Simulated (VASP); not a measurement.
These are PBE GGA, VASP's PBE PAW potentials (set 64) (plane waves; VASP) values and carry that method's errors.

VASP ran on this input.

**INCAR**
```
! general
SYSTEM   =  ZnSe
PREC     =  Accurate
ENCUT    =  400
LREAL    =  .False.
LASPH    =  .True.   ! aspherical one-centre terms

! electronic loop
EDIFF    =  1E-6   ! SCF stop (eV)
NELM     =  100
ALGO     =  Normal   ! blocked Davidson
LMAXMIX  =  4   ! l cut-off of mixed one-centre charges

! smearing
ISMEAR   =  0
SIGMA    =  0.05   ! width (eV)

! functional
GGA      =  PE

! ions
IBRION   =  2
NSW      =  60   ! most ionic steps
ISIF     =  3   ! ions, shape and volume
EDIFFG   =  -0.01

! output
LWAVE    =  .False.
LCHARG   =  .False.
```

KPOINTS:
```
K-points
0
G
 7 7 7
0 0 0
```

POSCAR:
```
ZnSe
1
    0.0000000000     2.8350000000     2.8350000000
    2.8350000000     0.0000000000     2.8350000000
    2.8350000000     2.8350000000     0.0000000000
Zn Se
1 1
Direct
  0.0000000000   0.0000000000   0.0000000000
  0.2500000000   0.2500000000   0.2500000000
```

POTCAR, in this order: Zn Se (PBE.64 set). Program: vasp_std.

Problem. What will the output report for the number of irreducible k-points (NKPTS), number of bands (NBANDS), largest plane-wave count, number of space-group operations, FFT grid (NGX, NGY, NGZ)?

Solution. 
The number of irreducible k-points (NKPTS) is 20. The number of bands (NBANDS) comes out as 13, the largest plane-wave count is 869 and the number of space-group operations is 24. The FFT grid (NGX, NGY, NGZ) comes out as 28 × 28 × 28.

The compound is ZnSe in the zinc blende structure. This run relaxes it. Symmetry was kept, so distortions that lower it aren't found.
